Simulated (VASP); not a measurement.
InSb:

```
In Sb
1.0
     0.00000    3.31661    3.31661
     3.31661    0.00000    3.31661
     3.31661    3.31661    0.00000
In Sb
1 1
Direct
  0.25000 0.25000 0.25000
  0.00000 0.00000 0.00000
```

The cell is a database's computed one.

```yaml
Program: VASP 6.6.1
Task: relaxation of cell and atoms
Functional: r2SCAN
Potentials_or_basis: VASP PAW PBE potentials, release 64 (In_d, Sb)
Cutoff: 600 eV
k_mesh: 9 × 9 × 9
Occupations: gaussian, width 0.02 eV
Spin: no spin polarisation
```

At the start: pressure -1.4 GPa; volume 36.48 Å³/atom.

How do energy, volume and symmetry change on relaxing?

Over 3 steps the energy falls by 5.5 meV/atom and the volume is 35.24 Å³/atom (-3.4 %); space group F-43m (No. 216, to 0.05 Å).

Step by step:
| step | energy change (eV) | largest force (eV/Å) | pressure (GPa) | volume (Å³) |
| --- | --- | --- | --- | --- |
| 1 | 0.0000 | 0.0000 | -1.37 | 72.96 |
| 2 | -0.0098 | 0.0000 | 0.45 | 69.72 |
| 3 | -0.0109 | 0.0000 | 0.01 | 70.47 |

Final structure:
```
In Sb
1.0
     0.00000    3.27840    3.27840
     3.27840    0.00000    3.27840
     3.27840    3.27840    0.00000
In Sb
1 1
Direct
  0.25000 0.25000 0.25000
  0.00000 0.00000 0.00000
```

Caveat: the PAW data sets were made with another functional, which shifts forces and pressure a little.
